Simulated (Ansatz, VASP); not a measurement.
# SiC: VASP beside Ansatz, part 2 of 2

Aim: how closely do two programs agree when they are given the same cell, functional and k mesh? The cell is taken from a series of runs on this material, whose earlier steps may have relaxed, scaled, displaced or heated it; both programs get it as it stands.

VASP 6.6.1 and Ansatz 0.2.0.

So far. Step 2 (VASP: single point, PBE0): The run ends at a pressure of -1.31 GPa, with forces up to 0.012 eV/Å.

## Step 3: Ansatz: single point, PBE0

Level of this step: Ansatz beside VASP: Kohn-Sham DFT, plane waves, PBE0 (Ansatz).

Ansatz runs on its default PAW (the set named soft_2) files.

The same cell, functional and mesh now go to Ansatz, which takes its cutoff from its data sets.

File input.yaml:

```yaml
crystal:
  lattice:
    - [3.0756941497, 0.0, 0.0]
    - [-1.5378470748, 2.6636292679, 0.0]
    - [0.0, 0.0, 10.07064648]
  atoms:
    - { symbol: Si, position: [0.66666667, 0.33333333, 0.93784198] }
    - { symbol: Si, position: [0.33333333, 0.66666667, 0.43784198] }
    - { symbol: Si, position: [0.0, 0.0, 0.68789438] }
    - { symbol: Si, position: [0.0, 0.0, 0.18789438] }
    - { symbol: C, position: [0.66666667, 0.33333333, 0.74980259] }
    - { symbol: C, position: [0.33333333, 0.66666667, 0.24980259] }
    - { symbol: C, position: [0.0, 0.0, 0.50046005] }
    - { symbol: C, position: [0.0, 0.0, 0.00046005] }
kpoints:
  mp_grid: { grid: [6, 6, 2] }
  band_path:
    path:
      - [0.0, 0.0, 0.0]
      - [0.5, 0.0, 0.0]
      - [0.33333333, 0.33333333, 0.0]
      - [0.0, 0.0, 0.5]
      - [0.5, 0.0, 0.5]
      - [0.33333333, 0.33333333, 0.5]
    npoints: 1
hamiltonian:
  xc: pbe0
scf:
  occupations: { method: fixed }
  n_extra_bands: 6
output:
  eigenvalues: true
```

The run is started by

```console
$ ansatz run input.yaml --threads 3 --pin off --max-ram 92160MiB --backend cuda --events-out ev --progress --plain --runs-dir out --devices 1 --max-vram 13GiB
```

Numbers of over 12 decimals in the logs are rounded to 6 here.

The program printed:

```text
scf.n_extra_bands = 6 over 16 filled bands (N_el = 32.0): the run solves 22 bands
GPUs: using 1 of 1 available (devices: 1).
Engine: ansatz 0.2.0, x86_64-unknown-linux-gnu
Pseudopotentials: kind: paw
Pseudopotential: Si, paw, valence charge 4, recommended cutoff 420 eV (normal), Si.paw.azcp
Pseudopotential: C, paw, valence charge 4, recommended cutoff 420 eV (normal), C.paw.azcp
Functional definition: PBE0
  parameter a = 0.25
  parameter kappa = 0.804
  parameter beta = 0.066725
  exchange = (1 - a)*pbe_x(kappa = kappa, mu = beta*pi^2/3) + a*exact_x
  correlation = pbe_c(beta = beta)
davidson cushion auto → on  (no smearing: the cushion is to keep the highest requested band from converging to the state above it; pin scf.eigensolver.cushion to override)
device memory: the entry about to start is reckoned to put 0.8 GiB on a device that reports 55.8 GiB free (of which the cap on the GPU budget leaves the run 13.0 GiB)
GPU FFT provider: cuFFT
GPU libraries: cuBLAS 13.8.2, cuFFT 12.4.0, cuSOLVER 12.3.4
Crystal: 8 atoms, lattice volume = 82.504 Å³
Basis set: ecut = 420 eV, 1605 PW (Γ)
Bands: 22, of which v1, the nominal top of the filled ones, is band 16 counted from 1 (15 counted from 0)
Symmetry: 12 space group operations
Space group: P63mc (ITA 186), of the structure as read, at distance tolerance 4.4e-5 Å
k-points: 14 of 72
Non-local potential: Si, projectors of the file, l = 0: 2, l = 1: 2, l = 2: 2
Non-local potential: C, projectors of the file, l = 0: 2, l = 1: 2, l = 2: 1
PAW form: soft (Blöchl's): semilocal exchange-correlation on the pseudo side does not see the compensation charge
PAW frozen core: Si, regenerated for the run's functional, and the local potential with it (the file was generated under x = pbe(κ = 0.804, μ = 0.219515), c = pbe(β = 0.066725))
PAW frozen core: C, regenerated for the run's functional, and the local potential with it (the file was generated under x = pbe(κ = 0.804, μ = 0.219515), c = pbe(β = 0.066725))
PAW one-centre angular grid: Si, 110 points (default); XC on 64 Gauss nodes
PAW one-centre angular grid: C, 110 points (default); XC on 64 Gauss nodes
Initial density: superposition of atomic densities (neutral atoms: chi_scale 0, normalization atom), corrected by the library's trained network
Initial wavefunctions: pseudopotential atomic-orbital guess
GPU buffer pool allocated for 41472 grid points (all kernels)
GPU transforms: local potential and band sums: pruned to the plane-wave sphere, on 24×24×72
Functional: x = pbe(κ = 0.804, μ = 0.219515), c = pbe(β = 0.066725), warm-up for x = 0.75 pbe(κ = 0.804, μ = 0.219515) + 0.25 exact, c = pbe(β = 0.066725)
SCF iter   1: F=—  HF=-3548.591016 eV  |F-HF|=—  |Δ(HF+E_count)|=         —  Δρ=2.26e-3  dr2=4.04e-3  ethr=1.77e-3  ⟨swp⟩=8.6  Hψ=1692  notcnv=0
preconditioner: auto → none  [insulator: Δε(μ)=2.199 eV  Ē_g=11.358 eV  n_scr=6 (ndim 8)  ℏωp=23.1 eV  f_vac=0.000]
iter 2 solved again at ethr=9.88e-7 eV; its pass at ethr=1.26e-5 eV (dr2=3.16e-4 eV) is discarded
SCF iter   2: F=-3548.591111 eV  HF=-3548.590988 eV  |F-HF|=1.23e-4  |Δ(HF+E_count)|=   2.82e-5  Δρ=8.60e-4  dr2=3.21e-4  ethr=9.88e-7  ⟨swp⟩=2.7  Hψ=1772  notcnv=0  defer=1
SCF 1 stopped early in 2 iterations: F = -3548.591111 eV  dr2 = 3.21e-4
  greatest PAW one-centre occupation: 0.646 electrons in one spin orbital (limit 2), on the C atom at site 5 (counted from 0), in its partial waves of l = 0
device memory: the entry about to start is reckoned to put 1.4 GiB (of the 1.4 GiB reckoned in all, the device holds 0.1 GiB already) on a device that reports 54.7 GiB free (of which the cap on the GPU budget leaves the run 13.0 GiB)
GPU FFT provider: cuFFT
GPU libraries: cuBLAS 13.8.2, cuFFT 12.4.0, cuSOLVER 12.3.4
Initial density: handed on by an earlier stage of this run
Initial wavefunctions: those handed on with the density
GPU buffer pool allocated for 41472 grid points (all kernels)
GPU transforms: local potential and band sums: pruned to the plane-wave sphere, on 24×24×72
Functional: x = 0.75 pbe(κ = 0.804, μ = 0.219515) + 0.25 exact, c = pbe(β = 0.066725)
Exchange kernel: α = 0.2500, full range, Wigner–Seitz truncation, v(0) = 11266.2588 eV·Å³, q-mesh 6×6×2, nearest image of the exchange supercell L = 18.45 Å, pair-density grid 15×15×48, without the augmentation charges, whose exchange is taken in its separable form by FFT convolution over the k-point mesh (sized by the pseudopotential files, 18×18×72 at the most), smooth part of the exact exchange by density-matrix convolution in up to 1.87 GiB of GPU memory as planned if the GPU has room (build and FFT work areas not counted)
Frozen-core exchange: fock
SCF iter   1: F=—  HF=-3552.075308 eV  |F-HF|=—  |Δ(HF+E_count)|=         —  Δρ=5.35e-3  dr2=1.48e-2  ethr=1.00e-5  ⟨swp⟩=7.4  Hψ=1549  notcnv=0
preconditioner: auto → none  [insulator: Δε(μ)=3.833 eV  Ē_g=13.875 eV  n_scr=6 (ndim 8)  ℏωp=23.1 eV  f_vac=0.000]
SCF iter   2: F=—  HF=-3552.069539 eV  |F-HF|=—  |Δ(HF+E_count)|=   5.77e-3  Δρ=2.49e-3  dr2=3.99e-3  ethr=1.00e-5  ⟨swp⟩=3.0  Hψ=869  notcnv=0
SCF iter   3: F=—  HF=-3552.082339 eV  |F-HF|=—  |Δ(HF+E_count)|=   1.28e-2  Δρ=8.62e-4  dr2=6.78e-4  ethr=7.69e-6  ⟨swp⟩=3.8  Hψ=939  notcnv=0
SCF iter   4: F=—  HF=-3552.082140 eV  |F-HF|=—  |Δ(HF+E_count)|=   2.00e-4  Δρ=2.41e-4  dr2=8.34e-5  ethr=1.92e-6  ⟨swp⟩=3.0  Hψ=921  notcnv=0
SCF iter   5: F=—  HF=-3552.082429 eV  |F-HF|=—  |Δ(HF+E_count)|=   2.90e-4  Δρ=1.59e-4  dr2=1.97e-5  ethr=1.49e-7  ⟨swp⟩=4.6  Hψ=1067  notcnv=0
SCF iter   6: F=-3552.082423 eV  HF=-3552.082424 eV  |F-HF|=6.05e-7  |Δ(HF+E_count)|=   5.69e-6  Δρ=3.77e-5  dr2=2.82e-6  ethr=5.60e-8  ⟨swp⟩=2.0  Hψ=686  notcnv=0
SCF 2 stopped early in 6 iterations: F = -3552.082423 eV  dr2 = 2.82e-6
hybrid outer 1: dexx = +1.627e-2 eV, tail = 1.85e-5 eV
GPU FFT provider: cuFFT
GPU libraries: cuBLAS 13.8.2, cuFFT 12.4.0, cuSOLVER 12.3.4
GPU buffer pool allocated for 41472 grid points (all kernels)
GPU transforms: local potential and band sums: pruned to the plane-wave sphere, on 24×24×72
Exchange kernel: α = 0.2500, full range, Wigner–Seitz truncation, v(0) = 11266.2588 eV·Å³, q-mesh 6×6×2, nearest image of the exchange supercell L = 18.45 Å, pair-density grid 15×15×48, without the augmentation charges, whose exchange is taken in its separable form by FFT convolution over the k-point mesh (sized by the pseudopotential files, 18×18×72 at the most), smooth part of the exact exchange by density-matrix convolution in up to 1.87 GiB of GPU memory as planned if the GPU has room (build and FFT work areas not counted)
Frozen-core exchange: fock
SCF iter   1: F=—  HF=-3552.082351 eV  |F-HF|=—  |Δ(HF+E_count)|=         —  Δρ=2.70e-5  dr2=6.19e-7  ethr=2.89e-7  ⟨swp⟩=3.5  Hψ=745  notcnv=0
preconditioner: auto → none  [insulator: Δε(μ)=3.869 eV  Ē_g=13.886 eV  n_scr=6 (ndim 8)  ℏωp=23.1 eV  f_vac=0.000]
iter 2 solved again at ethr=6.89e-11 eV; its pass at ethr=1.85e-9 eV (dr2=2.21e-8 eV) is discarded
SCF iter   2: F=-3552.082351 eV  HF=-3552.082351 eV  |F-HF|=8.09e-9  |Δ(HF+E_count)|=   3.51e-8  Δρ=9.33e-6  dr2=4.14e-8  ethr=6.89e-11  ⟨swp⟩=2.7  Hψ=1764  notcnv=0  defer=1
SCF 3 converged in 2 iterations: F = -3552.082351 eV  dr2 = 4.14e-8
  greatest PAW one-centre occupation: 0.646 electrons in one spin orbital (limit 2), on the C atom at site 4 (counted from 0), in its partial waves of l = 0
hybrid outer 2: dexx = +1.951e-7 eV, tail = 8.89e-8 eV, Δε = 1.21e-3 eV (about 1.08e-4 eV left of the loop's levels)
the search or the solves at the SCF's close seem to have found levels that the self-consistency loop had missed (the run counts 1). By its estimate they hold under 1e-12 electrons; where the run keeps them, the occupations were computed again with them
device memory: the entry about to start is reckoned to put 0.5 GiB on a device that reports 59.9 GiB free (of which the cap on the GPU budget leaves the run 13.0 GiB)
NSCF: frozen V_eff on 6 k-points
hybrid SCF converged: 2 outer / 8 inner (+2 warm-up), last move |dexx| = 1.95e-7 eV, tail = 8.89e-8 eV
Stability not checked: this state was not tested for a lower state beside it, because the functional holds exact exchange (a hybrid, or Hartree-Fock), whose exchange loop this test does not read (fock_operator; see scf.lower_state_search)
Free energy (F): -3552.082351 eV
Frozen-core exchange: fock
Harris-Foulkes:  -3552.082351 eV  (|F-HF|=8.09e-9)
Internal energy: -3552.082351 eV  (E = F + TS)
E sigma→0 (E₀):  -3552.082351 eV
Fermi energy:    8.613271 eV
--- Per-component energies (eV) ---
  E_band       = 64.413749
  E_kinetic    = 543.792044
  E_local      = -414.375415  (includes V_loc(G=0)·N_el)
  E_nonlocal   = 202.355697
  E_hartree    = 129.432789
  E_xc         = -327.643117
  E_vxc        = -340.484721  (∫ρ·V_xc dr)
  E_exx        = -74.041861  (= α·E_x^exact, valence–valence)
  E_paw        = -2471.786009  (= ΣΔE_a)
  E_vpaw       = -37.656403  (= ΣTr[D̂ρ^β])
  E_aug_tail   = 0.000056  (compensation charges beyond the density's cutoff)
  E_ewald      = -1139.521310
  E_core_change = -0.295226  (= ΣΔE_core)
  E_smearing   = -0.000000  (= −TS)
  E_closure    = -0.000000  (closes the sum)
  Σ components = -3552.082351   (vs F -3552.082351, Δ=0.00e0)
--- Band table (eV; the first three rows and the last of 14) ---
  k-point 0: bands = [... 12 lower, 7.9692, 8.5666, 8.6133, 8.6133, 15.6502, 16.2624, 16.9379, 16.9567, ... 2 higher]
  k-point 1: bands = [... 12 lower, 8.3857, 8.3857, 8.3857, 8.3857, 15.8701, 15.8701, 17.4210, 17.4210, ... 2 higher]
  k-point 2: bands = [... 12 lower, 7.2669, 7.3309, 8.2056, 8.3419, 15.2423, 15.9814, 16.2799, 17.4710, ... 2 higher]
  k-point 13: bands = [... 12 lower, 5.6039, 5.6039, 5.9293, 5.9293, 13.5547, 13.5547, 17.3049, 17.3049, ... 2 higher]
```

## Step 4: Comparison

Known differences besides the potentials themselves: exact exchange at q = 0 is treated differently, which shows on coarse meshes; VASP keeps PBE cores, Ansatz makes them for the functional; fixed occupations in Ansatz, narrow Gaussian smearing in VASP; the cutoff is 420 eV in Ansatz and 520 eV in VASP; VASP takes a coarser grid for exact exchange (PRECFOCK = Fast). Total energies have different zeros and are not compared.

The two programs side by side:

```
              quantity  Ansatz   VASP  difference
gap on the k mesh (eV)   3.869  3.892      -0.023
```

A gap on the mesh is an upper bound, since the band edges may lie between its points.

## Step 5: Summary of results

```yaml
difference_in_gap_on_the_k_mesh_single_point_pbe0: -0.023 eV
```

In words: The difference in gap on the k mesh is -0.023 eV (single point, PBE0), within the 0.08 eV picked in this series as the mark of a large difference. Such differences can come from data sets, numerical settings and the points named under the comparisons, not from the functional's error against experiment.

[Lines on the potential files, build, host, timing and source positions are cut from VASP's logs without a mark.]

[Logs are printed without paths, hosts, clocks, repeated set-up lines and the standing remarks that a program may print on its own settings, such as how far it seeks lower states.]

[Hosts, paths, dates, database ids (printed as entryN), source tags and the programs' standing remarks are cut or masked in the printed files.]
